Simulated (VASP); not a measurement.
Input for VASP

### KPOINTS
```
Automatic mesh
0
Gamma
5 5 3
0 0 0
```

**INCAR**
```
SYSTEM = ErBi
PREC = Accurate
ENCUT = 400
EDIFF = 1E-6
NELM = 100
ALGO = Normal
LREAL = .FALSE.
LASPH = .TRUE.
ISMEAR = 1
SIGMA = 0.1
GGA = PE
LMAXMIX = 6
LWAVE = .FALSE.
LCHARG = .FALSE.
ISIF = 2
```

File POSCAR:
```
ErBi
1
    4.0311930000    -2.9459380000     0.0000000000
    4.0311930000     2.9459380000     0.0000000000
   -1.4631760000     0.0000000000     8.7062520000
Er Bi
2 2
Direct
  0.0000000000   0.5000000000   0.0000000000
  0.5000000000   0.0000000000   0.5000000000
  0.5816000000   0.4184000000   0.2500000000
  0.4184000000   0.5816000000   0.7500000000
```

POTCAR, in this order: Er_3 Bi_d (PBE.64 set). Program: vasp_gam.

What happens when VASP runs on this input?

There is a fault: the Γ-only program was given a k-mesh. VASP stops with an error: You are using the Gamma-point-only version with more than one k-point or some other non-Gamma k-point. ----> I REFUSE TO CONTINUE WITH THIS SICK JOB ... BYE!!! <----

**standard output**
```
 POSCAR found type information on POSCAR ErBi
 POSCAR found :  2 types and       4 ions
 Reading from existing POTCAR
 Reading from existing POTCAR
 LDA part: xc-table for (Slater+PW92), standard interpolation

 -----------------------------------------------------------------------------
|                                                                             |
|     EEEEEEE  RRRRRR   RRRRRR   OOOOOOO  RRRRRR      ###     ###     ###     |
|     E        R     R  R     R  O     O  R     R     ###     ###     ###     |
|     E        R     R  R     R  O     O  R     R     ###     ###     ###     |
|     EEEEE    RRRRRR   RRRRRR   O     O  RRRRRR       #       #       #      |
|     E        R   R    R   R    O     O  R   R                               |
|     E        R    R   R    R   O     O  R    R      ###     ###     ###     |
|     EEEEEEE  R     R  R     R  OOOOOOO  R     R     ###     ###     ###     |
|                                                                             |
|     You are using the Gamma-point-only version with more than one           |
|     k-point or some other non-Gamma k-point.                                |
|                                                                             |
|       ---->  I REFUSE TO CONTINUE WITH THIS SICK JOB ... BYE!!! <----       |
|                                                                             |
 -----------------------------------------------------------------------------
```

To mend it, run vasp_std.

The mended run (PBE GGA, plane waves, VASP's PBE PAW potentials (set 64)) converges, and its OSZICAR ends with
```
   1 F= -.16283432E+02 E0= -.16283764E+02  d E =0.993496E-03
```

The structure was generated: ErBi was put into the tenorite type (C2/c), which need not be its known phase. The cell was not relaxed at this level. The 4f electrons are frozen in the core of the lanthanide potential, so 4f levels, which can set the real gap, and their magnetism are missing.
